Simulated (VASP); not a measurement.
# SrW (R-3m) in VASP: equation of state

How stiff is SrW in PBE, and what volume does it want? The cell is scaled to several volumes.

Everything below comes from runs of VASP 6.6.1. Logs are shortened: lines on timing, memory, paths and dates and some standing lists are left out, and cuts for length are marked.

## Step 1: The crystal as given

Symmetry: R-3m, No. 166, trigonal system. The conventional cell has a = 3.057 Å, b = 3.057 Å, c = 16.887 Å, α = 90.00°, β = 90.00°, γ = 120.00°. Sr (site symmetry -3m) is surrounded by 6 Sr at 3.06 Å and 6 W at 3.32 Å. W (site symmetry -3m) has 6 W at 3.06 Å and 6 Sr at 3.32 Å as nearest neighbours.

The cell was built by a generator and needn't be a form met in nature.

## Step 2: Equation of state, PBE, 21.41 Å³/atom (volume scaled by 0.94)

INCAR reads:

```
  PREC = Accurate
  ENCUT = 520
  EDIFF = 1E-7
  ISMEAR = -1
  SIGMA = 0.05
  LREAL = F
  LASPH = T
  NELM = 60
  ALGO = Normal
  ISIF = 2
  LWAVE = F
  LCHARG = F
  GGA = PE
  NBANDS = 19
```

KPOINTS reads:

```
Automatic mesh
0
Gamma
  10 10 10
```

POSCAR reads:

```
SrW
1.0
    1.4971112458      0.8643573947      5.5141097977
   -1.4971112458      0.8643573947      5.5141097977
    0.0000000000     -1.7287147895      5.5141097977
Sr W
1 1
Direct
    0.5000000000      0.5000000000      0.5000000000
    0.0000000000      0.0000000000      0.0000000000
```

Potentials or basis: VASP PAW PBE potentials, release 64 (Sr_sv, W_sv).

Started as:

```bash
cat potpaw_PBE.64/Sr_sv/POTCAR potpaw_PBE.64/W_sv/POTCAR > POTCAR
mpirun -np 1 vasp_std > vasp.out
```

OUTCAR:

```text
PREC = Accurate
   ENCUT = 520
   EDIFF = 1E-7
   ISMEAR = -1
   LREAL = F
   LASPH = T
   NELM = 60
   ISIF = 2
   GGA = PE

 Found    116 irreducible k-points:

 Following reciprocal coordinates:
            Coordinates               Weight
  0.000000  0.000000  0.000000      1.000000
  0.100000  0.000000 -0.000000      6.000000
  0.200000  0.000000 -0.000000      6.000000
  0.300000  0.000000  0.000000      6.000000
  0.400000 -0.000000  0.000000      6.000000
  0.500000  0.000000 -0.000000      3.000000
   k-points           NKPTS =    116   k-points in BZ     NKDIM =    116   number of bands    NBANDS=     19
   number of dos      NEDOS =    301   number of ions     NIONS =      2
   total plane-waves  NPLWV = 110592
   dimension x,y,z NGX =    48 NGY =   48 NGZ =   48
   dimension x,y,z NGXF=    96 NGYF=   96 NGZF=   96
   ions per type =               1   1
   NGX,Y,Z   is equivalent  to a cutoff of  13.81, 13.81, 13.81 a.u.
   NGXF,Y,Z  is equivalent  to a cutoff of  27.62, 27.62, 27.62 a.u.
 SYSTEM =  unknown system
   PREC   = accura    normal or accurate (medium, high low for compatibility)
   ISTART =      0    job   : 0-new  1-cont  2-samecut
   ICHARG =      2    charge: 1-file 2-atom 10-const
   ISPIN  =      1    spin polarized calculation?
   LNONCOLLINEAR =      F non collinear calculations
   LSORBIT =      F    spin-orbit coupling
   LASPH  =      T    aspherical Exc in radial PAW
   ENCUT  =  520.0 eV  38.22 Ry    6.18 a.u.  10.74 10.74 10.74*2*pi/ulx,y,z
   NELM   =     60;   NELMIN=  2; NELMDL= -5     # of ELM steps
   EDIFF  = 0.1E-06   stopping-criterion for ELM
   LREAL  =      F    real-space projection
   EDIFFG = 0.1E-05   stopping-criterion for IOM
   NSW    =      0    number of steps for IOM
   IBRION =     -1    ionic relax: 0-MD 1-quasi-New 2-CG
   NFREE  =      0    steps in history (QN), initial steepest desc. (CG)
   ISIF   =      2    stress and relaxation
   ISYM   =      2    0-nonsym 1-usesym 2-fastsym
   POTIM  = 0.5000    time-step for ionic-motion
   TEBEG  =    0.0;   TEEND  =   0.0 temperature during run
   PSTRESS=    0.0 pullay stress
   NELECT =      24.0000    total number of electrons
   NUPDOWN=      -1.0000    fix difference up-down
   EMIN   =  10.00;   EMAX   =-10.00  energy-range for DOS
   EFERMI =   0.00;   METHOD = LEGACY
   ISMEAR =    -1;   SIGMA  =   0.05  broadening in eV -4-tet -1-fermi 0-gaus
   EFERMI_NEDOS =   21; number of points for ismear=-14 and -15
   IALGO  =     38    algorithm
   IMIX   =      4    mixing-type and parameters
     AMIX     =   0.40;   BMIX     =  1.00
     AMIX_MAG =   1.60;   BMIX_MAG =  1.00
  volume/ion in A,a.u.               =      21.41       144.46
  Fermi-wavevector in a.u.,A,eV,Ry     =   1.349855  2.550857 24.791303  1.822109
  Thomas-Fermi vector in A             =   2.477408
   LORBIT       =      0    0 simple, 1 ext, 2 COOP (PROOUT), +10 PAW based schemes
   GGA     = PE    functional components
   LHFCALC =     F    Hartree Fock is set to
   AEXX    =    0.0000 exact exchange contribution
   IVDW    =     0    specifies the selected vdW correction
   LEPSILON=     F    determine dielectric tensor
   LRPA    =     F    only Hartree local field effects (RPA)
 non-spin polarized calculation
  energy-cutoff  :      520.00
  volume of cell :       42.81
 maximum number of plane-waves:      1191
 NGX is ok and might be reduce to    48
   NGX = 21   NGY = 21   NGZ = 21

 number of electron      24.0000000 magnetization

 Free energy of the ion-electron system (eV)
  ---------------------------------------------------
  ext. energy  EPLUGINS =         0.00000000
  ---------------------------------------------------
  free energy    TOTEN  =       -11.44630409 eV

  energy without entropy =      -11.43352228  energy(sigma->0) =      -11.43991318

 E-fermi :   6.6652     XC(G=0): -11.4257

 val. band max:        6.6624186627   @ k =  -0.3000   0.3000   0.1000
 cond. band min:       6.6732154567   @ k =   0.4000   0.1000  -0.0000
 fundamental gap:      0.0107967939
 Fermi energy:         6.6652459295

 k-point     1 :       0.0000    0.0000    0.0000
  band No.  band energies     occupation
      1     -67.1289      2.00000
      2     -31.3652      2.00000
      3     -30.9654      2.00000
      4     -30.9654      2.00000
      5     -29.1128      2.00000
      6     -10.9967      2.00000
[... 11 lines left out ...]
     18      11.0131      0.00000
     19      15.3882      0.00000

 k-point     2 :       0.1000    0.0000   -0.0000
  band No.  band energies     occupation
      1     -67.1255      2.00000
      2     -31.3581      2.00000
      3     -31.0175      2.00000
      4     -30.9777      2.00000
      5     -29.0575      2.00000
      6     -10.9418      2.00000
[... 11 lines left out ...]
     18      11.3774      0.00000
     19      15.0208      0.00000

 k-point     3 :       0.2000    0.0000   -0.0000
  band No.  band energies     occupation
      1     -67.1166      2.00000
      2     -31.3394      2.00000
      3     -31.1520      2.00000
      4     -31.0097      2.00000
      5     -28.9092      2.00000
      6     -10.8335      2.00000
[... 11 lines left out ...]
     18      12.5283      0.00000
     19      14.3512      0.00000

 k-point     4 :       0.3000    0.0000    0.0000
  band No.  band energies     occupation
      1     -67.1055      2.00000
      2     -31.3168      2.00000
      3     -31.3140      2.00000
      4     -31.0490      2.00000
      5     -28.7180      2.00000
      6     -11.7704      2.00000
[... 11 lines left out ...]
     18      13.5822      0.00000
     19      14.2128      0.00000

 k-point     5 :       0.4000   -0.0000    0.0000
  band No.  band energies     occupation
      1     -67.0965      2.00000
      2     -31.4435      2.00000
      3     -31.2972      2.00000
      4     -31.0806      2.00000
      5     -28.5560      2.00000
      6     -12.4675      2.00000
[... 11 lines left out ...]
     18      12.9486      0.00000
     19      14.9816      0.00000

 k-point     6 :       0.5000    0.0000   -0.0000
  band No.  band energies     occupation
      1     -67.0931      2.00000
      2     -31.4921      2.00000
      3     -31.2900      2.00000
      4     -31.0926      2.00000
      5     -28.4923      2.00000
      6     -12.7228      2.00000
[... 11 lines left out ...]
     18      13.6645      0.00000
     19      14.5512      0.00000

 [... further k-points ...]

------------------------ aborting loop because EDIFF is reached ----------------------------------------

  FORCE on cell =-STRESS in cart. coord.  units (eV):
  Direction    XX          YY          ZZ          XY          YZ          ZX
  --------------------------------------------------------------------------------------
  -------------------------------------------------------------------------------------
  Total        1.5728036      1.5728030      1.8606321      0.0000000     -0.0000000      0.0000000
  in kB       58.8587461     58.8587207     69.6300983      0.0000000     -0.0000000      0.0000000
  external PRESSURE =      62.4491883 kB  Pullay stress =       0.0000000 kB

 VOLUME and BASIS-vectors are now :
 -----------------------------------------------------------------------------
  energy-cutoff  :      520.00
  volume of cell :       42.81
      direct lattice vectors                 reciprocal lattice vectors
     1.497111246  0.864357395  5.514109798     0.333976517  0.192821474  0.060450979
    -1.497111246  0.864357395  5.514109798    -0.333976517  0.192821474  0.060450979
     0.000000000 -1.728714789  5.514109798     0.000000000 -0.385642947  0.060450979

 POSITION                                       TOTAL-FORCE (eV/Angst)
 -----------------------------------------------------------------------------------
      0.00000     -0.00000      8.27116         0.000000      0.000000      0.000000
      0.00000      0.00000      0.00000         0.000000      0.000000     -0.000000
 -----------------------------------------------------------------------------------
    total drift:                                0.000000      0.000000     -0.000000

  FREE ENERGIE OF THE ION-ELECTRON SYSTEM (eV)
  ---------------------------------------------------
  free  energy   TOTEN  =       -11.4463040911 eV

  energy  without entropy=      -11.4335222770  energy(sigma->0) =      -11.43991318
```

Run time: 4 min. Hardware: 1 thread of AMD EPYC 9R45 (Zen 5), shared host; peak memory 0.35 GiB.

What came out:

```yaml
Free_energy: -11.4463 eV
Pressure: 6.2 GPa
Band_gap_on_the_k_mesh: none (metal or under the smearing width)
```

## Step 3: Equation of state, PBE, 21.86 Å³/atom (volume scaled by 0.96)

INCAR reads:

```
SYSTEM = SrW
PREC     = Accurate       ! precision mode
ENCUT    = 520            ! plane-wave cutoff, eV
EDIFF    = 1E-7           ! SCF threshold, eV
ISMEAR   = -1             ! smearing method
SIGMA    = 0.05           ! smearing width, eV
LREAL    = .False.        ! projectors in reciprocal space
LASPH    = .True.         ! aspherical terms in the spheres
NELM     = 80             ! most SCF steps
ALGO     = Normal         ! electronic algorithm
ISIF     = 2              ! what is computed and relaxed
LWAVE    = .False.        ! write WAVECAR
LCHARG   = .False.        ! write CHGCAR
GGA      = PE             ! functional
NBANDS   = 19             ! bands
```

KPOINTS reads:

```
regular mesh
0
Gamma
  10 10 10
  0 0 0
```

POSCAR reads:

```
SrW
1.0
    1.5076546301      0.8704446192      5.5529428363
   -1.5076546301      0.8704446192      5.5529428363
    0.0000000000     -1.7408892384      5.5529428363
Sr W
1 1
Direct
    0.5000000000      0.5000000000      0.5000000000
    0.0000000000      0.0000000000      0.0000000000
```

Potentials or basis: VASP PAW PBE potentials, release 64 (Sr_sv, W_sv).

Started as:

```bash
cat potpaw_PBE.64/Sr_sv/POTCAR potpaw_PBE.64/W_sv/POTCAR > POTCAR
mpirun -np 1 vasp_std > vasp.out
```

Wall time 4.3 min (1 thread of AMD EPYC 9R45 (Zen 5), shared host); peak memory 0.35 GiB.

The run converged. Its results:

| Property | Result |
| --- | --- |
| Free energy | -11.4757 eV |
| Pressure | 4.1 GPa |
| Band gap on the k mesh | none (metal or under the smearing width) |

## Step 4: Equation of state, PBE, 22.32 Å³/atom (volume scaled by 0.98)

INCAR reads:

```
PREC = Accurate ; ENCUT = 520
EDIFF = 1E-7 ; ISMEAR = -1
SIGMA = 0.05 ; LREAL = False
LASPH = True ; NELM = 80
ALGO = Normal ; ISIF = 2
LWAVE = False ; LCHARG = False
GGA = PE ; NBANDS = 19
```

KPOINTS reads:

```
Automatic mesh
0
Gamma
  10 10 10
```

POSCAR reads:

```
SrW
1.0
    1.5180525768      0.8764478753      5.5912402040
   -1.5180525768      0.8764478753      5.5912402040
    0.0000000000     -1.7528957505      5.5912402040
Sr W
1 1
Direct
    0.5000000000      0.5000000000      0.5000000000
    0.0000000000      0.0000000000      0.0000000000
```

Started as:

```bash
cat potpaw_PBE.64/Sr_sv/POTCAR potpaw_PBE.64/W_sv/POTCAR > POTCAR
mpirun -np 1 vasp_std > vasp.out
```

Run time: 4 min. Hardware: 1 thread of AMD EPYC 9R45 (Zen 5), shared host; peak memory 0.35 GiB.

It converged, with:

```
Free energy            : -11.4933 eV
Pressure               : 2.1 GPa
Band gap on the k mesh : none (metal or under the smearing width)
```

## Step 5: Equation of state, PBE, 23.23 Å³/atom (volume scaled by 1.02)

INCAR reads:

```
SYSTEM = SrW
PREC     = Accurate       ! precision mode
ENCUT    = 520            ! plane-wave cutoff, eV
EDIFF    = 1E-7           ! SCF threshold, eV
ISMEAR   = -1             ! smearing method
SIGMA    = 0.05           ! smearing width, eV
LREAL    = .False.        ! projectors in reciprocal space
LASPH    = .True.         ! aspherical terms in the spheres
NELM     = 60             ! most SCF steps
ALGO     = Normal         ! electronic algorithm
ISIF     = 2              ! what is computed and relaxed
LWAVE    = .False.        ! write WAVECAR
LCHARG   = .False.        ! write CHGCAR
GGA      = PE             ! functional
NBANDS   = 19             ! bands
```

KPOINTS reads:

```
regular mesh
0
Gamma
  10 10 10
  0 0 0
```

POSCAR reads:

```
SrW
1.0
    1.5384315532      0.8882136802      5.6662993646
   -1.5384315532      0.8882136802      5.6662993646
    0.0000000000     -1.7764273605      5.6662993646
Sr W
1 1
Direct
    0.5000000000      0.5000000000      0.5000000000
    0.0000000000      0.0000000000      0.0000000000
```

Started as:

```bash
cat potpaw_PBE.64/Sr_sv/POTCAR potpaw_PBE.64/W_sv/POTCAR > POTCAR
mpirun -np 1 vasp_std > vasp.out
```

It took 4.3 min on 1 thread of AMD EPYC 9R45 (Zen 5), shared host; peak memory 0.35 GiB.

The run converged. Its results:

* Free energy: -11.4974 eV
* Pressure: -1.3 GPa
* Band gap on the k mesh: none (metal or under the smearing width)

[end of part 1 of 2]
